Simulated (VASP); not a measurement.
# Au with and without spin-orbit coupling, part 3 of 4

What does spin-orbit coupling change in Au, and what does it cost? All runs use PBEsol. Left out of this account: at least 1 further run (self-consistent run: a reference on another mesh). This is not the structure that Au takes at ambient conditions. The start is a cell from a database of measured crystal structures.

VASP 6.6.1, plane waves and PAW; the level of theory is named at each step.

So far. Step 3 (Band structure (PBEsol + SOC)): There is no gap at this level. Without the coupling there was no gap either. The run took 3.1 times the core time, with 34 spinor bands against 23. Step 4 (Total and projected DOS (PBEsol)): Of the states within 0.3 eV of the Fermi level, the largest shares in the PAW spheres are Au d 46 %, Au p 17 % and Au s 14 %. The rest lies in smaller channels or between the spheres.

The starting crystal is not the ambient structure of Au (fcc); it is a model or a phase of other conditions.

## Step 5: Total and projected DOS (PBEsol + SOC)

This step: PBEsol, spin-orbit coupling; plane waves and PAW (Au) (VASP 6.6.1).

Here the states are counted by energy and projected on the atoms.

File INCAR:

```
SYSTEM = Au
PREC = Accurate
ENCUT = 400
EDIFF = 1E-06
NELM = 100
ISMEAR = -5
SIGMA = 0.05
LREAL = .FALSE.
ALGO = Normal
GGA = PS
LNONCOLLINEAR = .TRUE.
MAGMOM = 0 0 0 0 0 0
NBANDS = 34
GGA_COMPAT = .FALSE.
LASPH = .TRUE.
LSORBIT = .TRUE.
LMAXMIX = 4
LORBIT = 11
LWAVE = .FALSE.
LCHARG = .FALSE.
KPAR = 2
NEDOS = 2001
```

File POSCAR:

```
Au
1.0
    2.9000000000      0.0000000000      0.0000000000
   -1.4500000000      2.5114736710      0.0000000000
    0.0000000000      0.0000000000      4.8800000000
Au
2
Direct
    0.3333333333      0.6666666667      0.7500000000
    0.6666666667      0.3333333333      0.2500000000
```

File KPOINTS:

```
Automatic mesh
0
Gamma
13 13 7
0 0 0
```

Potentials, in the order of the species: Au (PBE family, release 64).

Launch:

```
$ mpirun -np 2 vasp_ncl
```

What it wrote:

```text
[... set-up lines as in an earlier step ...]
 entering main loop
       N       E                     dE             d eps       ncg     rms          rms(c)
DAV:   1     0.118885145603E+03    0.11889E+03   -0.96011E+03  5720   0.102E+03
DAV:   2    -0.611577901210E+01   -0.12500E+03   -0.11766E+03  6214   0.260E+02
DAV:   3    -0.910365715026E+01   -0.29879E+01   -0.29600E+01  6774   0.402E+01
DAV:   4    -0.912051093219E+01   -0.16854E-01   -0.16849E-01  6424   0.317E+00
DAV:   5    -0.912068587208E+01   -0.17494E-03   -0.17490E-03  6486   0.349E-01    0.139E+01
DAV:   6    -0.843205147357E+01    0.68863E+00   -0.13926E+00  6112   0.112E+01    0.867E+00
DAV:   7    -0.839010204132E+01    0.41949E-01   -0.11837E-01  6504   0.316E+00    0.418E+00
DAV:   8    -0.838507749185E+01    0.50245E-02   -0.33329E-03  6106   0.429E-01    0.157E+00
DAV:   9    -0.838449179411E+01    0.58570E-03   -0.15819E-03  6292   0.361E-01    0.153E-01
DAV:  10    -0.838449766916E+01   -0.58751E-05   -0.12751E-05  6352   0.319E-02    0.245E-02
DAV:  11    -0.838450131608E+01   -0.36469E-05   -0.82600E-07  5226   0.908E-03    0.197E-02
DAV:  12    -0.838450160426E+01   -0.28819E-06   -0.19736E-07  3120   0.409E-03
   1 F= -.83845016E+01 E0= -.83845016E+01  d E =0.000000E+00  mag=     0.0000     0.0000    -0.0000
 [... a notice as in an earlier step ...]
```

Elapsed: 75 s, on 2 MPI ranks of Intel Xeon Platinum 8488C (Sapphire Rapids), shared host; peak memory 0.51 GiB.

From OUTCAR (step 5):

```text
   NELECT =      22.0000    total number of electrons

 E-fermi :   8.6342

 k-point     1 :       0.0000    0.0000    0.0000
  band No.  band energies     occupation
    ...
     20       6.0315      1.00000
     21       6.8953      1.00000
     22       6.8953      1.00000
     23       7.4724      1.00000
     24       7.4724      1.00000
     25      11.0748      0.00000
     26      11.0748      0.00000
     27      23.1812      0.00000
     28      23.1812      0.00000
     29      24.1496      0.00000
    ...

  Total       -1.7325626     -1.7325626     -1.8045380      0.0000000      0.0000000      0.0000000
  in kB      -78.1003670    -78.1003671    -81.3448669      0.0000000      0.0000000      0.0000000
  external PRESSURE =     -79.1818670 kB  Pullay stress =       0.0000000 kB

  FREE ENERGIE OF THE ION-ELECTRON SYSTEM (eV)
  ---------------------------------------------------
  free  energy   TOTEN  =        -8.3845016043 eV

  energy  without entropy=       -8.3845016043  energy(sigma->0) =       -8.38450160

 Spin-Orbit-Coupling matrix elements
 Ion:    1  E_soc:     -0.5825072
 Ion:    2  E_soc:     -0.5825072

 magnetization (x)
# of ion       s       p       d       tot
------------------------------------------
    1        0.000  -0.000   0.000  -0.000
    2        0.000   0.000   0.000   0.000
--------------------------------------------------
tot          0.000   0.000   0.000   0.000

 magnetization (y)
# of ion       s       p       d       tot
------------------------------------------
    1       -0.000   0.000   0.000  -0.000
    2       -0.000   0.000   0.000  -0.000
--------------------------------------------------
tot         -0.000   0.000   0.000  -0.000

[... 11 parts as in an earlier step ...]

[... 8 further parts left out ...]
```

At this level the cell is under a tension of 7.9 GPa, so at these settings it is away from equilibrium.

This step gave:

```
SCF cycles                                           : 12
bands                                                : 34
free energy (TOTEN)                                  : -8.385 eV
Fermi energy                                         : 8.634 eV
pressure                                             : -7.918 GPa
DOS at the Fermi level, one point of the energy grid : 0.6616 states/eV/cell
```

On-site spin-orbit energy by atom:

```
atom  on-site spin-orbit energy (eV)
 Au1                          -0.583
 Au2                          -0.583
```

The density of states has structure finer than the step of the table below, so its rows give means over 0.5 eV, whole bins alone (the curve runs from -10.9 to 7.21 eV). Peaks (eV: height): total -5.82: 5.49, -5.37: 7.94, -3.67: 8.17, -2.34: 5.31; Au d -5.82: 4.38, -5.37: 6.70, -3.67: 7.02, -2.34: 4.93; Au p -4.63: 0.223, -4.26: 0.236, 4.85: 0.264, 6.55: 0.303; Au s -6.85: 0.534, -4.63: 0.129, 2.70: 0.192, 4.70: 0.304.

States under -10.9 eV and over 7.2 eV are left out. The density of states by energy, zero at the Fermi level; means over each step; values in states/eV/cell:

```
energy (eV)   total     Au d     Au p    Au s
      -10.0       0        0        0       0
       -9.5  0.0226        0   1.9e-4  0.0128
       -9.0   0.122   7.9e-4  0.00266  0.0670
       -8.5   0.197  0.00464  0.00759   0.103
       -8.0   0.295   0.0174   0.0154   0.143
       -7.5   0.436   0.0651   0.0253   0.182
       -7.0    1.47    0.660   0.0504   0.353
       -6.5    3.26     2.12   0.0784   0.381
       -6.0    3.84     2.96   0.0927   0.147
       -5.5    5.10     4.27    0.115  0.0580
       -5.0    3.30     2.77   0.0834  0.0681
       -4.5    3.18     2.38    0.193   0.112
       -4.0    2.46     1.93    0.134  0.0555
       -3.5    4.73     4.03    0.144  0.0602
       -3.0    3.73     3.32   0.0788  0.0327
       -2.5    4.15     3.83   0.0519  0.0357
       -2.0    4.44     4.10   0.0627  0.0538
       -1.5    1.60     1.39   0.0497  0.0521
       -1.0   0.674    0.468   0.0565  0.0617
       -0.5   0.680    0.391   0.0893  0.0788
        0.0   0.662    0.327    0.109  0.0870
        0.5   0.636    0.284    0.113  0.0975
        1.0   0.555    0.214    0.107   0.101
        1.5   0.568    0.200    0.111   0.118
        2.0   0.602    0.195    0.119   0.138
        2.5   0.642    0.184    0.120   0.176
        3.0   0.530    0.136   0.0919   0.167
        3.5   0.344   0.0808   0.0540   0.122
        4.0   0.605    0.143   0.0867   0.229
        4.5   0.953    0.198    0.203   0.291
        5.0   0.921    0.177    0.236   0.240
        5.5   0.609    0.110    0.157   0.163
        6.0   0.640    0.106    0.185   0.153
        6.5   0.857    0.137    0.282   0.163
```

The DOS at the Fermi level goes from 0.628 to 0.662 states/eV/cell, a number that is sensitive to the mesh. The run took 3.6 times the core time, with 34 spinor bands against 23. Of the states within 0.3 eV of the Fermi level, the largest shares in the PAW spheres are Au d 49 %, Au p 17 % and Au s 13 %. The rest lies in smaller channels or between the spheres.

## Step 6: Full relaxation (PBEsol)

This step: PBEsol; plane waves and PAW (Au) (VASP 6.6.1).

Last, the cell itself: ISIF = 3 frees volume, shape and positions, first without the coupling.

File INCAR:

```
SYSTEM = Au
PREC = Accurate
ENCUT = 400
EDIFF = 1E-06
NELM = 100
ISMEAR = -1
SIGMA = 0.05
LREAL = .FALSE.
ALGO = Normal
GGA = PS
NBANDS = 17
LASPH = .TRUE.
LORBIT = 11
LWAVE = .FALSE.
LCHARG = .FALSE.
KPAR = 2
IBRION = 2
NSW = 60
ISIF = 3
EDIFFG = -0.01
```

POSCAR is that of step 5.

KPOINTS is that of step 5.

Launch:

```
$ mpirun -np 2 vasp_std
```

What it wrote:

```text
[... set-up lines as in an earlier step ...]
 entering main loop
       N       E                     dE             d eps       ncg     rms          rms(c)
DAV:   1     0.992189798995E+02    0.99219E+02   -0.10117E+04  2872   0.101E+03
DAV:   2    -0.710731651754E+01   -0.10633E+03   -0.10160E+03  3035   0.235E+02
DAV:   3    -0.848983670519E+01   -0.13825E+01   -0.13766E+01  3540   0.275E+01
DAV:   4    -0.849523317471E+01   -0.53965E-02   -0.53960E-02  3353   0.179E+00
DAV:   5    -0.849528196340E+01   -0.48789E-04   -0.48788E-04  3393   0.176E-01    0.119E+01
DAV:   6    -0.786177736227E+01    0.63350E+00   -0.13008E+00  2995   0.106E+01    0.751E+00
DAV:   7    -0.782246313077E+01    0.39314E-01   -0.10975E-01  3400   0.302E+00    0.347E+00
DAV:   8    -0.781736868687E+01    0.50944E-02   -0.78647E-03  3093   0.762E-01    0.425E-01
DAV:   9    -0.781733395090E+01    0.34736E-04   -0.57385E-05  3485   0.690E-02    0.312E-02
DAV:  10    -0.781734332888E+01   -0.93780E-05   -0.25686E-06  3165   0.160E-02    0.735E-03
DAV:  11    -0.781734374801E+01   -0.41912E-06   -0.20367E-07  1621   0.370E-03
   1 F= -.78173437E+01 E0= -.78148645E+01  d E =-.781734E+01
 curvature:   0.00 expect dE= 0.000E+00 dE for cont linesearch  0.000E+00
 trial: gam= 0.00000 g(F)=  0.106E-49 g(S)=  0.168E+00 ort = 0.000E+00 (trialstep = 0.100E+01)
 search vector abs. value=  0.168E+00
 bond charge predicted
       N       E                     dE             d eps       ncg     rms          rms(c)
DAV:   1    -0.108216617839E+02   -0.30043E+01   -0.48881E+01  2931   0.666E+01    0.117E+01
DAV:   2    -0.790329344335E+01    0.29184E+01   -0.56046E+00  2906   0.222E+01    0.305E+00
DAV:   3    -0.775865728217E+01    0.14464E+00   -0.38603E-01  3230   0.578E+00    0.215E+00
DAV:   4    -0.775888419785E+01   -0.22692E-03   -0.11496E-02  3225   0.757E-01    0.885E-01
DAV:   5    -0.776019324157E+01   -0.13090E-02   -0.22149E-03  3294   0.310E-01    0.339E-02
DAV:   6    -0.776028283703E+01   -0.89595E-04   -0.76105E-05  3482   0.613E-02    0.281E-02
DAV:   7    -0.776029465877E+01   -0.11822E-04   -0.18194E-06  3141   0.100E-02    0.605E-03
DAV:   8    -0.776029458685E+01    0.71918E-07   -0.59645E-07  1610   0.701E-03
   2 F= -.77602946E+01 E0= -.77587169E+01  d E =0.570492E-01
[...]
3 F= -.78525206E+01 E0= -.78505201E+01  d E =-.351768E-01
[...]
4 F= -.78525324E+01 E0= -.78505403E+01  d E =-.351886E-01
[...]
5 F= -.78531459E+01 E0= -.78513967E+01  d E =-.613559E-03
[...]
6 F= -.78532405E+01 E0= -.78517056E+01  d E =-.708178E-03
 curvature:  -0.75 expect dE=-0.243E-04 dE for cont linesearch -0.195E-04
 ZBRENT: interpolating
 opt :   1.5022  next Energy=    -7.853259 (dE=-0.727E-03)
 bond charge predicted
       N       E                     dE             d eps       ncg     rms          rms(c)
DAV:   1    -0.785346284547E+01   -0.22191E-03   -0.10425E-02  3026   0.743E-01    0.680E-02
DAV:   2    -0.785331803693E+01    0.14481E-03   -0.94826E-05  3076   0.861E-02    0.346E-02
DAV:   3    -0.785326368148E+01    0.54355E-04   -0.95804E-05  3150   0.803E-02    0.710E-03
DAV:   4    -0.785326408105E+01   -0.39957E-06   -0.44402E-06  3096   0.155E-02
   7 F= -.78532641E+01 E0= -.78516757E+01  d E =-.731713E-03
 curvature:  -0.71 expect dE=-0.719E-05 dE for cont linesearch -0.104E-05
 trial: gam= 0.03877 g(F)=  0.101E-46 g(S)=  0.101E-04 ort =-0.379E-04 (trialstep = 0.101E+01)
 search vector abs. value=  0.865E-05
 reached required accuracy - stopping structural energy minimisation
```

Wall time 59 s (2 MPI ranks); peak memory 0.31 GiB.

OUTCAR, selected parts (step 6):

```text
   k-points           NKPTS =     84   k-points in BZ     NKDIM =     84   number of bands    NBANDS=     17

   NELECT =      22.0000    total number of electrons

 E-fermi :   9.2069

 k-point     1 :       0.0000    0.0000    0.0000
  band No.  band energies     occupation
    ...
      8       5.7179      2.00000
      9       5.7179      2.00000
     10       7.1451      2.00000
     11       7.1451      2.00000
     12       8.1506      2.00000
     13      12.1121      0.00000
     14      23.8333      0.00000
     15      25.1617      0.00000
     16      26.0926      0.00000
     17      27.7125      0.00000

  Total        0.0081087      0.0081087      0.0169553      0.0000000      0.0000000      0.0000000
  in kB        0.3824263      0.3824263      0.7996570      0.0000000      0.0000000      0.0000000
  external PRESSURE =       0.5215032 kB  Pullay stress =       0.0000000 kB

 POSITION                                       TOTAL-FORCE (eV/Angst)
 -----------------------------------------------------------------------------------
     -0.00000      1.65506      3.58009        -0.000000     -0.000000      0.000000
      1.43332      0.82753      1.19336         0.000000      0.000000      0.000000
 -----------------------------------------------------------------------------------
    total drift:                                0.000000     -0.000000      0.000000

  FREE ENERGIE OF THE ION-ELECTRON SYSTEM (eV)
  ---------------------------------------------------
  free  energy   TOTEN  =        -7.8532640811 eV

  energy  without entropy=       -7.8500872756  energy(sigma->0) =       -7.85167568

 reached required accuracy - stopping structural energy minimisation

[... 7 parts as in an earlier step ...]

[... 9 further parts left out ...]
```

The run keeps the 24 symmetry operations of its start, so it cannot find a distortion of lower symmetry.

Step by step:

```
step  energy less that of the first step (eV)  largest force (eV/Å)  pressure (GPa)  volume (Å³)
   1                                   0.0000                0.0000           -6.85        35.54
   2                                   0.0570                0.0000           14.45        31.77
   3                                  -0.0352                0.0000           -0.11        34.01
   4                                  -0.0352                0.0000            0.04        33.98
   5                                  -0.0358                0.0000            0.03        33.98
   6                                  -0.0359                0.0000            0.05        33.97
   7                                  -0.0359                0.0000            0.05        33.97
```

```
conventional cell, symmetrised  before  after  change
                         a (Å)   2.900  2.867  -1.2 %
                         b (Å)   2.900  2.867  -1.2 %
                         c (Å)   4.880  4.773  -2.2 %
              volume (Å³/atom)   17.77  16.99  -4.4 %
```

The relaxed structure:

```
Au
1.0
     2.86665    0.00000    0.00000
    -1.43332    2.48259    0.00000
     0.00000    0.00000    4.77346
Au
2
Direct
  0.33333 0.66667 0.75000
  0.66667 0.33333 0.25000
```

Numbers from this step:

- bands: 17
- free energy (TOTEN): -7.853 eV
- energy at zero smearing: -7.852 eV
- Fermi energy: 9.207 eV
- pressure: 0.05215 GPa
- SCF cycles over all ionic steps: 46

It ends with forces that vanish by symmetry and a pressure of 0.05 GPa.

[end of part 3 of 4]

[Lines on the potential files, build, host, timing and source positions are cut from VASP's logs without a mark.]

[Logs are printed without paths, hosts, clocks, repeated set-up lines and the standing remarks that a program may print on its own settings, such as how far it seeks lower states.]

[Hosts, paths, dates, database ids (printed as entryN), source tags and the programs' standing remarks are cut or masked in the printed files.]

[A measured line is paired with the nearest computed mode of its activity, which favours agreement.]

[In band tables of VASP the shares of atoms and orbitals are scaled to a sum of 1 inside the atoms' spheres.]
